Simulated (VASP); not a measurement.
# TiNi with PBEsol: from relaxation to properties

What structure does TiNi take at this level, and what are its properties? The steps: magnetic start: ferromagnetic, magnetic start: antiferromagnetic within the cell, magnetic start: antiferromagnetic, q = (0, 0, 1/2), magnetic start: antiferromagnetic, q = (1/2, 1/2, 1/2), magnetic start: antiferromagnetic, q = (1/2, 1/2, 0), the orders side by side, full relaxation (PBEsol), second relaxation, single point with fields (PBEsol), band structure (PBEsol), density of states (PBEsol), volume scan with PBEsol, fit for PBEsol and vibrations at Γ (PBEsol). The start is a computed cell from the Materials Project.

Calculated with VASP 6.6.1; PBEsol, spin-polarised from a ferromagnetic start; plane waves and PAW (Ti_sv, Ni), in the first sound run; inputs show where later runs differ.

### 1. Starting point

The structure is cubic, space group Pm-3m (No. 221). The conventional cell has a = 2.988 Å, b = 2.988 Å, c = 2.988 Å, α = 90.00°, β = 90.00°, γ = 90.00°. Ti has 8 Ni at 2.59 Å nearest. Ni has 8 Ti at 2.59 Å nearest. Farther neighbours are not listed.

### 2. Magnetic start: ferromagnetic

The properties of a magnet depend on its order, so a few collinear patterns are compared first on the cell as listed, beginning with all moments parallel. PBEsol restores the gradient expansion of exchange and is tuned for the cells of solids.

File INCAR:

```
SYSTEM = TiNi
PREC = Accurate
ENCUT = 400
EDIFF = 1E-06
NELM = 100
ISMEAR = 1
SIGMA = 0.2
LREAL = .FALSE.
ALGO = Normal
GGA = PS
NBANDS = 20
ISPIN = 2
MAGMOM = 1 1
LASPH = .TRUE.
LMAXMIX = 4
LORBIT = 11
LWAVE = .FALSE.
LCHARG = .FALSE.
KPAR = 4
ISIF = 2
```

File POSCAR:

```
TiNi
1.0
    2.9880661300      0.0000000000      0.0000000000
    0.0000000000      2.9880661300      0.0000000000
    0.0000000000      0.0000000000      2.9880661300
Ti Ni
1 1
Direct
    0.5000000000      0.5000000000      0.5000000000
    0.0000000000      0.0000000000      0.0000000000
```

File KPOINTS:

```
Automatic mesh
0
Gamma
8 8 8
0 0 0
```

Potentials, in the order of the species: Ti_sv and Ni (PBE family, release 64).

Command:

```console
$ mpirun -np 4 vasp_std
```

Log:

```text
[banner, memory and clock lines left out]
running    4 mpi-ranks, on    1 nodes
 distrk:  each k-point on    1 cores,    4 groups
 distr:  one band on    1 cores,    1 groups

 POSCAR found type information on POSCAR TiNi
 POSCAR found :  2 types and       2 ions
|                                                                             |
|               ----> ADVICE to this user running VASP <----                  |
|                                                                             |
|     You enforced a specific xc type in the INCAR file but a different       |
|     [... a line on the potential file left out ...]
|     I HOPE YOU KNOW WHAT YOU ARE DOING!                                     |
|                                                                             |

 LDA part: xc-table for (Slater+PW92), standard interpolation
 POSCAR, INCAR and KPOINTS ok, starting setup
 FFT: planning ... GRIDC
 FFT: planning ... GRID_SOFT
 FFT: planning ... GRID
 WAVECAR not read
 entering main loop
       N       E                     dE             d eps       ncg     rms          rms(c)
DAV:   1     0.159112833293E+03    0.15911E+03   -0.92153E+03  2884   0.121E+03
DAV:   2    -0.356299891766E+01   -0.16268E+03   -0.15680E+03  2836   0.307E+02
DAV:   3    -0.170113280392E+02   -0.13448E+02   -0.13166E+02  4220   0.865E+01
DAV:   4    -0.175655221061E+02   -0.55419E+00   -0.55186E+00  3332   0.142E+01
DAV:   5    -0.175808581086E+02   -0.15336E-01   -0.15334E-01  3284   0.236E+00    0.153E+01
DAV:   6    -0.164789668551E+02    0.11019E+01   -0.14348E+01  3128   0.556E+01    0.106E+01
DAV:   7    -0.162520605872E+02    0.22691E+00   -0.11921E+01  3356   0.426E+01    0.141E+01
DAV:   8    -0.152257485880E+02    0.10263E+01   -0.72076E+00  3284   0.258E+01    0.228E+00
DAV:   9    -0.151965133871E+02    0.29235E-01   -0.31296E-01  4064   0.622E+00    0.150E+00
DAV:  10    -0.151920061222E+02    0.45073E-02   -0.29808E-02  3476   0.195E+00    0.728E-01
DAV:  11    -0.151910610175E+02    0.94510E-03   -0.46958E-03  3968   0.767E-01    0.193E-01
DAV:  12    -0.151911998782E+02   -0.13886E-03   -0.44982E-04  3740   0.196E-01    0.967E-02
DAV:  13    -0.151912464782E+02   -0.46600E-04   -0.13355E-04  3556   0.115E-01    0.360E-02
DAV:  14    -0.151912415337E+02    0.49445E-05   -0.19861E-05  3780   0.420E-02    0.135E-02
DAV:  15    -0.151912413974E+02    0.13627E-06   -0.68498E-07  2112   0.741E-03
   1 F= -.15191241E+02 E0= -.15192191E+02  d E =0.285010E-02  mag=     0.0000
```

Run time: 4 s. Hardware: 4 MPI ranks of AMD EPYC 9R45, shared host; peak memory 0.44 GiB.

The logs omit lines about the potential files and the build; timing stands in the text.

From OUTCAR (step 2):

```text
ion  position               nearest neighbor table
   1  0.500  0.500  0.500-   2 2.59   2 2.59   2 2.59   2 2.59   2 2.59   2 2.59   2 2.59   2 2.59

  LATTYP: Found a simple cubic cell.
 ALAT       =     2.9880661300

 Subroutine GETGRP returns: Found 48 space group operations
 (whereof 48 operations were pure point group operations)

The static configuration has the point symmetry O_h .

 Found     35 irreducible k-points:

   k-points           NKPTS =     35   k-points in BZ     NKDIM =     35   number of bands    NBANDS=     20

   dimension x,y,z NGX =    20 NGY =   20 NGZ =   20
   dimension x,y,z NGXF=    40 NGYF=   40 NGZF=   40

   ENCUT  =  400.0 eV  29.40 Ry    5.42 a.u.   4.87  4.87  4.87*2*pi/ulx,y,z

   NELECT =      22.0000    total number of electrons

 k-points in reciprocal lattice and weights: Automatic mesh
   0.00000000  0.00000000  0.00000000       0.002
   0.12500000  0.00000000  0.00000000       0.012
   0.25000000  0.00000000  0.00000000       0.012
   0.37500000  0.00000000  0.00000000       0.012
   0.50000000  0.00000000  0.00000000       0.006
   0.12500000  0.12500000  0.00000000       0.023
   0.25000000  0.12500000  0.00000000       0.047
   0.37500000  0.12500000  0.00000000       0.047
   0.50000000  0.12500000  0.00000000       0.023
[...]
0.50000000  0.50000000  0.37500000       0.012
   0.50000000  0.50000000  0.50000000       0.002

 average (electrostatic) potential at core
       1 -71.4834       2 -81.9302

 E-fermi :   9.4097

 spin component 1
 k-point     1 :       0.0000    0.0000    0.0000
  band No.  band energies     occupation
    ...
      6       5.5748      1.00000
      7       5.5748      1.00000
      8       7.4817      1.00000
      9       7.4817      1.00000
     10       7.4817      1.00000
     11       9.9099     -0.00115
     12       9.9099     -0.00115
     13      12.0633     -0.00000
     14      12.0633     -0.00000
     15      12.0633     -0.00000
    ...

 k-point     2 :       0.1250    0.0000    0.0000
  band No.  band energies     occupation
    ...
      6       5.6966      1.00000
      7       5.6977      1.00000
      8       7.4613      1.00000
      9       7.4613      1.00000
     10       7.5233      1.00000
     11       9.7819     -0.01221
     12       9.9541     -0.00041
     13      11.6828     -0.00000
     14      11.6828     -0.00000
     15      12.0129     -0.00000
    ...

 k-point     3 :       0.2500    0.0000    0.0000
  band No.  band energies     occupation
    ...
      6       5.9590      1.00000
      7       6.0369      1.00000
      8       7.4187      1.00000
      9       7.4187      1.00000
     10       7.6284      1.00000
     11       9.4275      0.42503
     12       9.9193     -0.00093
     13      10.9372     -0.00000
     14      10.9372     -0.00000
     15      11.8875     -0.00000
    ...

 k-point     4 :       0.3750    0.0000    0.0000
  band No.  band energies     occupation
    ...
      8       7.3868      1.00000
      9       7.3868      1.00000
     10       7.7403      1.00000
     11       8.9665      1.00374
     12       9.3722      0.65590
     13      10.3268     -0.00000
     14      10.3268     -0.00000
     15      11.7553     -0.00000
     16      13.5020      0.00000
     17      22.6737      0.00000
    ...

 k-point     5 :       0.5000    0.0000    0.0000
  band No.  band energies     occupation
    ...
      8       7.3773      1.00000
      9       7.3773      1.00000
     10       7.7889      1.00000
     11       8.7123      1.00000
     12       8.8716      1.00047
     13      10.0974     -0.00001
     14      10.0974     -0.00001
     15      11.6982     -0.00000
     16      13.2780     -0.00000
     17      23.3827      0.00000
    ...

 k-point     6 :       0.1250    0.1250    0.0000
  band No.  band energies     occupation
    ...
      6       5.7981      1.00000
      7       5.8297      1.00000
      8       7.3736      1.00000
      9       7.4268      1.00000
     10       7.5990      1.00000
     11       9.7805     -0.01244
     12       9.9308     -0.00071
     13      11.2924     -0.00000
     14      11.4031     -0.00000
     15      11.9953     -0.00000
    ...

  Total       -0.6636259     -0.6636259     -0.6636259      0.0000000      0.0000000     -0.0000000
  in kB      -39.8532084    -39.8532084    -39.8532084      0.0000000      0.0000000     -0.0000000
  external PRESSURE =     -39.8532084 kB  Pullay stress =       0.0000000 kB

  energy-cutoff  :      400.00
  volume of cell :       26.68
      direct lattice vectors                 reciprocal lattice vectors
     2.988066130  0.000000000  0.000000000     0.334664615  0.000000000  0.000000000
     0.000000000  2.988066130  0.000000000     0.000000000  0.334664615  0.000000000
     0.000000000  0.000000000  2.988066130     0.000000000  0.000000000  0.334664615

 POSITION                                       TOTAL-FORCE (eV/Angst)
 -----------------------------------------------------------------------------------
      1.49403      1.49403      1.49403         0.000000      0.000000      0.000000
      0.00000      0.00000      0.00000         0.000000      0.000000      0.000000
 -----------------------------------------------------------------------------------
    total drift:                               -0.000000      0.000000      0.000000

  FREE ENERGIE OF THE ION-ELECTRON SYSTEM (eV)
  ---------------------------------------------------
  free  energy   TOTEN  =       -15.1912413974 eV

  energy  without entropy=      -15.1940915006  energy(sigma->0) =      -15.19219143

 total charge
# of ion       s       p       d       tot
------------------------------------------
    1        2.240   6.169   1.849  10.258
    2        0.588   0.483   8.314   9.385
--------------------------------------------------
tot          2.828   6.651  10.163  19.642

 magnetization (x)
# of ion       s       p       d       tot
------------------------------------------
    1       -0.000  -0.000  -0.000  -0.000
    2        0.000  -0.000  -0.000  -0.000
--------------------------------------------------
tot         -0.000  -0.000  -0.000  -0.000

[... 6 further parts left out ...]
```

The k-mesh is coarse for a metal. The PAW data sets were made with PBE, which is usual practice but a small mismatch for other functionals. At this level the cell is under a tension of 4.0 GPa, so at these settings it is away from equilibrium.

This step gave:

| Quantity | Value |
| --- | --- |
| SCF cycles | 15 |
| electrons | 22 |
| bands | 20 |
| irreducible k-points | 35 |
| symmetry operations | 48 |
| free energy (TOTEN) | -15.19 eV |
| energy at zero smearing | -15.19 eV |
| Fermi energy | 9.410 eV |
| pressure | -3.985 GPa |
| metallic, judged on the points sampled | yes |

The spin moment in the PAW sphere vanishes on all atoms.

The moments fall under 0.1 μB, and the mesh shows no gap.

### 3. Magnetic start: antiferromagnetic within the cell

This step: PBEsol, spin-polarised from an antiferromagnetic start; plane waves and PAW (Ti_sv, Ni) (VASP 6.6.1).

Next, a pattern with opposite moments.

INCAR: that of step 2 with these lines changed.

```diff
@@ -10,5 +10,5 @@
 GGA = PS
-NBANDS = 20
+NBANDS = 18
 ISPIN = 2
-MAGMOM = 1 1
+MAGMOM = 1 -1
 LASPH = .TRUE.
```

POSCAR is that of step 2.

KPOINTS is that of step 2.

Command:

```console
$ mpirun -np 4 vasp_std
```

Log:

```text
[banner, memory and clock lines left out]
running    4 mpi-ranks, on    1 nodes
 distrk:  each k-point on    1 cores,    4 groups
 distr:  one band on    1 cores,    1 groups

 POSCAR found type information on POSCAR TiNi
 POSCAR found :  2 types and       2 ions
 [... a notice as in an earlier step ...]

 LDA part: xc-table for (Slater+PW92), standard interpolation
 POSCAR, INCAR and KPOINTS ok, starting setup
 FFT: planning ... GRIDC
 FFT: planning ... GRID_SOFT
 FFT: planning ... GRID
 WAVECAR not read
 entering main loop
       N       E                     dE             d eps       ncg     rms          rms(c)
DAV:   1     0.150965670830E+03    0.15097E+03   -0.95019E+03  2640   0.134E+03
DAV:   2    -0.456588357630E+01   -0.15553E+03   -0.15115E+03  2578   0.325E+02
DAV:   3    -0.171304338798E+02   -0.12565E+02   -0.12388E+02  3956   0.888E+01
DAV:   4    -0.176212408148E+02   -0.49081E+00   -0.48784E+00  3012   0.143E+01
DAV:   5    -0.176374574672E+02   -0.16217E-01   -0.16214E-01  3074   0.247E+00    0.152E+01
DAV:   6    -0.162601023223E+02    0.13774E+01   -0.16987E+01  2764   0.603E+01    0.985E+00
DAV:   7    -0.164893551092E+02   -0.22925E+00   -0.13519E+01  3142   0.468E+01    0.158E+01
DAV:   8    -0.152245078545E+02    0.12648E+01   -0.93812E+00  3198   0.310E+01    0.222E+00
DAV:   9    -0.151956519251E+02    0.28856E-01   -0.31660E-01  3558   0.667E+00    0.145E+00
DAV:  10    -0.151940422150E+02    0.16097E-02   -0.25937E-02  2942   0.175E+00    0.879E-01
DAV:  11    -0.151912821786E+02    0.27600E-02   -0.77605E-03  3478   0.110E+00    0.244E-01
DAV:  12    -0.151912488135E+02    0.33365E-04   -0.71742E-04  3276   0.267E-01    0.114E-01
DAV:  13    -0.151912471202E+02    0.16934E-05   -0.22661E-04  3132   0.156E-01    0.368E-02
DAV:  14    -0.151912418637E+02    0.52565E-05   -0.24426E-05  3478   0.495E-02    0.149E-02
DAV:  15    -0.151912416995E+02    0.16422E-06   -0.57833E-07  1616   0.758E-03
   1 F= -.15191242E+02 E0= -.15192189E+02  d E =0.284189E-02  mag=    -0.0000
```

It took 3.8 s on 4 MPI ranks; peak memory 0.45 GiB; 13 s of CPU time.

From OUTCAR (step 3):

```text
The static configuration has the point symmetry O_h .

 Found     35 irreducible k-points:

   k-points           NKPTS =     35   k-points in BZ     NKDIM =     35   number of bands    NBANDS=     18

   NELECT =      22.0000    total number of electrons

 E-fermi :   9.4097

 spin component 1
 k-point     1 :       0.0000    0.0000    0.0000
  band No.  band energies     occupation
    ...
      6       5.5746      1.00000
      7       5.5746      1.00000
      8       7.4820      1.00000
      9       7.4820      1.00000
     10       7.4820      1.00000
     11       9.9094     -0.00117
     12       9.9094     -0.00117
     13      12.0627     -0.00000
     14      12.0627     -0.00000
     15      12.0627     -0.00000
    ...

 k-point     2 :       0.1250    0.0000    0.0000
  band No.  band energies     occupation
    ...
      6       5.6965      1.00000
      7       5.6976      1.00000
      8       7.4616      1.00000
      9       7.4616      1.00000
     10       7.5236      1.00000
     11       9.7813     -0.01231
     12       9.9536     -0.00041
     13      11.6823     -0.00000
     14      11.6823     -0.00000
     15      12.0123     -0.00000
    ...

 k-point     3 :       0.2500    0.0000    0.0000
  band No.  band energies     occupation
    ...
      6       5.9588      1.00000
      7       6.0368      1.00000
      8       7.4190      1.00000
      9       7.4190      1.00000
     10       7.6287      1.00000
     11       9.4269      0.42759
     12       9.9189     -0.00094
     13      10.9366     -0.00000
     14      10.9366     -0.00000
     15      11.8869     -0.00000
    ...

 k-point     4 :       0.3750    0.0000    0.0000
  band No.  band energies     occupation
    ...
      8       7.3871      1.00000
      9       7.3871      1.00000
     10       7.7407      1.00000
     11       8.9658      1.00369
     12       9.3721      0.65626
     13      10.3262     -0.00000
     14      10.3262     -0.00000
     15      11.7546     -0.00000
     16      13.5014      0.00000
     17      22.6736      0.00000
    ...

  Total       -0.6790013     -0.6790013     -0.6790013      0.0000000     -0.0000000      0.0000000
  in kB      -40.7765589    -40.7765589    -40.7765589      0.0000000     -0.0000000      0.0000000
  external PRESSURE =     -40.7765589 kB  Pullay stress =       0.0000000 kB

 POSITION                                       TOTAL-FORCE (eV/Angst)
 -----------------------------------------------------------------------------------
      1.49403      1.49403      1.49403         0.000000      0.000000      0.000000
      0.00000      0.00000      0.00000         0.000000      0.000000      0.000000
 -----------------------------------------------------------------------------------
    total drift:                                0.000000      0.000000      0.000000

  FREE ENERGIE OF THE ION-ELECTRON SYSTEM (eV)
  ---------------------------------------------------
  free  energy   TOTEN  =       -15.1912416995 eV

  energy  without entropy=      -15.1940835894  energy(sigma->0) =      -15.19218900

 total charge
# of ion       s       p       d       tot
------------------------------------------
    1        2.240   6.169   1.849  10.258
    2        0.588   0.483   8.314   9.384
--------------------------------------------------
tot          2.828   6.651  10.163  19.642

 magnetization (x)
# of ion       s       p       d       tot
------------------------------------------
    1        0.000   0.000   0.000   0.000
    2       -0.000   0.000   0.000   0.000
--------------------------------------------------
tot          0.000   0.000   0.000   0.000

[... 7 parts as in an earlier step ...]

[... 9 further parts left out ...]
```

At this level the cell is under a tension of 4.1 GPa, so at these settings it is away from equilibrium.

This step gave:

- bands: 18
- pressure: -4.078 GPa

The energy lies +0.0 meV an atom from the first pattern, and both runs end without moments, so a difference comes from cell, mesh or thresholds alone. The moments fall under 0.1 μB, and the mesh shows no gap.

(Continued in part 2 of 7.)

[Lines on the potential files, build, host, timing and source positions are cut from VASP's logs without a mark.]

[Logs are printed without paths, hosts, clocks, repeated set-up lines and the standing remarks that a program may print on its own settings, such as how far it seeks lower states.]

[Hosts, paths, dates, database ids (printed as entryN), source tags and the programs' standing remarks are cut or masked in the printed files.]

[A measured line is paired with the nearest computed mode of its activity, which favours agreement.]

[In band tables of VASP the shares of atoms and orbitals are scaled to a sum of 1 inside the atoms' spheres.]
